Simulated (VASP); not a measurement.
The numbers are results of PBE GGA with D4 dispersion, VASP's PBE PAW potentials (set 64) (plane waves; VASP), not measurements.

The input files of a VASP run:

File POSCAR:
```
La2O3
1.0
  1.9383625200  -3.3573422796   0.0000000000
  1.9383625200   3.3573422796   0.0000000000
  0.0000000000   0.0000000000   6.0375704004
La O
2 3
Direct
  0.3333330000   0.6666670000   0.2459260241
  0.6666670000   0.3333330000   0.7540739759
  1.0000000000   1.0000000000   1.0000000000
  0.3333330000   0.6666670000   0.6462274191
  0.6666670000   0.3333330000   0.3537725809
```

### KPOINTS
```
Automatic mesh
0
Gamma
7 7 4
0 0 0
```

**INCAR**
```
! general
SYSTEM =La2O3
PREC   =Accurate
ENCUT  =520
LREAL  =.FALSE.   ! projection in real space or not
LASPH  =.TRUE.

! electronic loop
EDIFF  =1E-7   ! SCF stop (eV)
NELM   =100
ALGO   =Normal   ! blocked Davidson
LMAXMIX=6   ! l cut-off of mixed one-centre charges

! smearing
ISMEAR =0   ! Gaussian
SIGMA  =0.05   ! width (eV)

! functional
GGA    =PE
IVDW   =13   ! D4

! ions
IBRION =2
NSW    =30   ! most ionic steps
ISIF   =4   ! ions and shape, fixed volume
EDIFFG =-0.01   ! ionic stop

! output
LWAVE  =.FALSE.
LCHARG =.FALSE.
```

POTCAR, in this order: La O (PBE.64 set). Program: vasp_std.

Output

File OSZICAR:
```
       N       E                     dE             d eps       ncg     rms          rms(c)
DAV:   1     0.469753846909E+03    0.46975E+03   -0.15809E+04  1376   0.257E+03
DAV:   2     0.944381459393E+02   -0.37532E+03   -0.36968E+03  1952   0.412E+02
DAV:   3    -0.270892033637E+02   -0.12153E+03   -0.11959E+03  2488   0.222E+02
DAV:   4    -0.463470726069E+02   -0.19258E+02   -0.19250E+02  2376   0.951E+01
DAV:   5    -0.473844692436E+02   -0.10374E+01   -0.10371E+01  2528   0.261E+01    0.152E+01
DAV:   6    -0.417594079954E+02    0.56251E+01   -0.49893E+01  2088   0.443E+01    0.769E+00
DAV:   7    -0.417244821795E+02    0.34926E-01   -0.50711E+00  2504   0.246E+01    0.369E+00
DAV:   8    -0.417221726494E+02    0.23095E-02   -0.49685E-01  2416   0.652E+00    0.134E+00
DAV:   9    -0.417226296021E+02   -0.45695E-03   -0.72341E-02  2464   0.239E+00    0.388E-01
DAV:  10    -0.417247598951E+02   -0.21303E-02   -0.38114E-02  2272   0.140E+00    0.201E-01
DAV:  11    -0.417252519082E+02   -0.49201E-03   -0.11331E-02  2360   0.846E-01    0.117E-01
DAV:  12    -0.417254151239E+02   -0.16322E-03   -0.19892E-03  2152   0.336E-01    0.405E-02
DAV:  13    -0.417254748022E+02   -0.59678E-04   -0.66812E-04  2448   0.189E-01    0.210E-02
DAV:  14    -0.417254801737E+02   -0.53714E-05   -0.75927E-05  2344   0.848E-02    0.319E-03
DAV:  15    -0.417254805189E+02   -0.34526E-06   -0.54448E-06  2384   0.229E-02    0.175E-03
DAV:  16    -0.417254803594E+02    0.15956E-06   -0.75161E-07  1944   0.833E-03    0.540E-04
DAV:  17    -0.417254803965E+02   -0.37183E-07   -0.10323E-07  1320   0.482E-03
   1 F= -.43082963E+02 E0= -.43082963E+02  d E =-.430830E+02
       N       E                     dE             d eps       ncg     rms          rms(c)
DAV:   1    -0.417305638680E+02   -0.50835E-02   -0.88979E-01  2232   0.113E+01    0.393E-01
DAV:   2    -0.417319932010E+02   -0.14293E-02   -0.50696E-02  2240   0.176E+00    0.243E-01
DAV:   3    -0.417310690172E+02    0.92418E-03   -0.48762E-03  2640   0.749E-01    0.119E-01
DAV:   4    -0.417308723602E+02    0.19666E-03   -0.10495E-03  2648   0.353E-01    0.498E-02
DAV:   5    -0.417308684836E+02    0.38766E-05   -0.47200E-04  2512   0.153E-01    0.231E-02
DAV:   6    -0.417308660290E+02    0.24545E-05   -0.68707E-05  2264   0.716E-02    0.113E-02
DAV:   7    -0.417308690465E+02   -0.30174E-05   -0.16894E-05  2360   0.323E-02    0.643E-03
DAV:   8    -0.417308684071E+02    0.63936E-06   -0.43144E-06  2344   0.160E-02    0.185E-03
DAV:   9    -0.417308684095E+02   -0.23583E-08   -0.85742E-07  2072   0.720E-03
   2 F= -.43086794E+02 E0= -.43086794E+02  d E =-.383083E-02
       N       E                     dE             d eps       ncg     rms          rms(c)
DAV:   1    -0.417310753330E+02   -0.20693E-03   -0.10825E-02  2272   0.127E+00    0.434E-02
DAV:   2    -0.417310901315E+02   -0.14799E-04   -0.59822E-04  2232   0.192E-01    0.264E-02
DAV:   3    -0.417310791042E+02    0.11027E-04   -0.57906E-05  2632   0.819E-02    0.128E-02
DAV:   4    -0.417310768087E+02    0.22955E-05   -0.11798E-05  2648   0.373E-02    0.537E-03
DAV:   5    -0.417310768295E+02   -0.20740E-07   -0.56542E-06  2496   0.167E-02    0.266E-03
DAV:   6    -0.417310768145E+02    0.14937E-07   -0.10235E-06  2032   0.852E-03    0.120E-03
DAV:   7    -0.417310768851E+02   -0.70550E-07   -0.10444E-07  1208   0.390E-03
   3 F= -.43086831E+02 E0= -.43086831E+02  d E =-.386773E-02
       N       E                     dE             d eps       ncg     rms          rms(c)
DAV:   1    -0.417328143088E+02   -0.17375E-02   -0.20424E-01  1976   0.723E+00    0.242E-01
DAV:   2    -0.417325804971E+02    0.23381E-03   -0.11777E-02  2376   0.118E+00    0.144E-01
DAV:   3    -0.417320281311E+02    0.55237E-03   -0.19137E-03  2624   0.542E-01    0.276E-02
DAV:   4    -0.417320308336E+02   -0.27025E-05   -0.95918E-05  2144   0.865E-02    0.172E-02
DAV:   5    -0.417320319589E+02   -0.11253E-05   -0.80434E-06  2624   0.281E-02    0.535E-03
DAV:   6    -0.417320323513E+02   -0.39243E-06   -0.10834E-06  2256   0.877E-03    0.145E-03
DAV:   7    -0.417320323841E+02   -0.32769E-07   -0.69885E-08  1304   0.334E-03
   4 F= -.43087661E+02 E0= -.43087661E+02  d E =-.829846E-03
       N       E                     dE             d eps       ncg     rms          rms(c)
DAV:   1    -0.417329460884E+02   -0.91374E-03   -0.15294E-01  1960   0.627E+00    0.209E-01
DAV:   2    -0.417328305816E+02    0.11551E-03   -0.93819E-03  2400   0.107E+00    0.125E-01
DAV:   3    -0.417324106660E+02    0.41992E-03   -0.14520E-03  2640   0.473E-01    0.243E-02
DAV:   4    -0.417324123694E+02   -0.17034E-05   -0.74653E-05  2168   0.763E-02    0.150E-02
DAV:   5    -0.417324132024E+02   -0.83302E-06   -0.57728E-06  2672   0.237E-02    0.525E-03
DAV:   6    -0.417324135592E+02   -0.35679E-06   -0.80584E-07  2128   0.775E-03    0.122E-03
DAV:   7    -0.417324135824E+02   -0.23224E-07   -0.71268E-08  1296   0.342E-03
   5 F= -.43087927E+02 E0= -.43087927E+02  d E =-.109631E-02
       N       E                     dE             d eps       ncg     rms          rms(c)
DAV:   1    -0.417324427298E+02   -0.29171E-04   -0.26681E-03  1992   0.826E-01    0.276E-02
DAV:   2    -0.417324403037E+02    0.24261E-05   -0.16048E-04  2432   0.139E-01    0.166E-02
DAV:   3    -0.417324328975E+02    0.74061E-05   -0.25474E-05  2656   0.625E-02    0.325E-03
DAV:   4    -0.417324329233E+02   -0.25744E-07   -0.13401E-06  2176   0.103E-02    0.198E-03
DAV:   5    -0.417324329656E+02   -0.42337E-07   -0.53453E-08  1240   0.307E-03
   6 F= -.43087930E+02 E0= -.43087930E+02  d E =-.109925E-02
       N       E                     dE             d eps       ncg     rms          rms(c)
DAV:   1    -0.417322307429E+02    0.20218E-03   -0.96950E-02  1768   0.223E+00    0.470E-02
DAV:   2    -0.417327108614E+02   -0.48012E-03   -0.48978E-03  2024   0.817E-01    0.316E-02
DAV:   3    -0.417327031970E+02    0.76644E-05   -0.15218E-04  2392   0.121E-01    0.236E-02
DAV:   4    -0.417326869399E+02    0.16257E-04   -0.14395E-04  1976   0.100E-01    0.921E-03
DAV:   5    -0.417326872515E+02   -0.31158E-06   -0.28355E-05  2280   0.569E-02    0.663E-03
DAV:   6    -0.417326875920E+02   -0.34053E-06   -0.18000E-05  2296   0.290E-02    0.526E-03
DAV:   7    -0.417326870976E+02    0.49435E-06   -0.41580E-06  2400   0.168E-02    0.147E-03
DAV:   8    -0.417326871886E+02   -0.90937E-07   -0.91131E-07  2048   0.687E-03
   7 F= -.43088114E+02 E0= -.43088114E+02  d E =-.183963E-03
       N       E                     dE             d eps       ncg     rms          rms(c)
DAV:   1    -0.417324772444E+02    0.20985E-03   -0.66875E-02  1768   0.185E+00    0.390E-02
DAV:   2    -0.417328091431E+02   -0.33190E-03   -0.33891E-03  2024   0.680E-01    0.266E-02
DAV:   3    -0.417328035055E+02    0.56376E-05   -0.10538E-04  2392   0.102E-01    0.198E-02
DAV:   4    -0.417327922588E+02    0.11247E-04   -0.10668E-04  2016   0.862E-02    0.826E-03
DAV:   5    -0.417327923240E+02   -0.65207E-07   -0.20370E-05  2248   0.478E-02    0.619E-03
DAV:   6    -0.417327924999E+02   -0.17586E-06   -0.15022E-05  2288   0.262E-02    0.461E-03
DAV:   7    -0.417327921305E+02    0.36941E-06   -0.30659E-06  2384   0.145E-02    0.129E-03
DAV:   8    -0.417327922050E+02   -0.74474E-07   -0.71324E-07  1928   0.607E-03
   8 F= -.43088161E+02 E0= -.43088161E+02  d E =-.230779E-03
```

### OUTCAR
```
------------------------ aborting loop because EDIFF is reached ----------------------------------------
  Edisp (eV):   -1.35537
  FORCE on cell =-STRESS in cart. coord.  units (eV):
  Direction    XX          YY          ZZ          XY          YZ          ZX
  --------------------------------------------------------------------------------------
  Total       1.79163     1.79163     1.79392    -0.00000     0.00000    -0.00000
  in kB      36.52889    36.52889    36.57548    -0.00000     0.00000    -0.00000
  external pressure =       36.54 kB  Pullay stress =        0.00 kB
  volume of cell :       78.58
      direct lattice vectors                 reciprocal lattice vectors
     1.947622524 -3.373381053  0.000000000     0.256723258 -0.148219247  0.000000000
     1.947622524  3.373381053 -0.000000000     0.256723258  0.148219247 -0.000000000
    -0.000000000  0.000000000  5.980295466     0.000000000  0.000000000  0.167215818
 POSITION                                       TOTAL-FORCE (eV/Angst)
 -----------------------------------------------------------------------------------
      1.94762      1.12446      1.45763         0.000000      0.000000      0.003934
      1.94762     -1.12446      4.52267        -0.000000     -0.000000     -0.003934
      0.00000     -0.00000     -0.00000        -0.000000     -0.000000     -0.000000
      1.94762      1.12446      3.87219         0.000000      0.000000      0.001213
      1.94762     -1.12446      2.10811         0.000000      0.000000     -0.001213
 -----------------------------------------------------------------------------------
    total drift:                                0.000000     -0.000000      0.000000
  FREE ENERGIE OF THE ION-ELECTRON SYSTEM (eV)
  ---------------------------------------------------
  free  energy   TOTEN  =       -43.0881610304 eV

  energy  without entropy=      -43.0881610304  energy(sigma->0) =      -43.08816103

 reached required accuracy - stopping structural energy minimisation
```
(Selected blocks of OUTCAR.)

CONTCAR:
```
La2O3
   1.00000000000000
     1.9476225235607081   -3.3733810530328880    0.0000000000000000
     1.9476225235607081    3.3733810530328880   -0.0000000000000000
    -0.0000000000000000    0.0000000000000000    5.9802954656385081
  La              O
     2     3
Direct
     0.3333330000000032    0.6666669999999968    0.2437383282375314
     0.6666669999999968    0.3333330000000032    0.7562616717624686
     0.0000000000000000    0.0000000000000000    0.0000000000000000
     0.3333330000000032    0.6666669999999968    0.6474911857020217
     0.6666669999999968    0.3333330000000032    0.3525088142979783
```

The compound is La2O3 in the a-type structure. This cell is one point of a volume scan, at 0.97 of the reference volume. Symmetry was kept, so distortions that lower it aren't found.
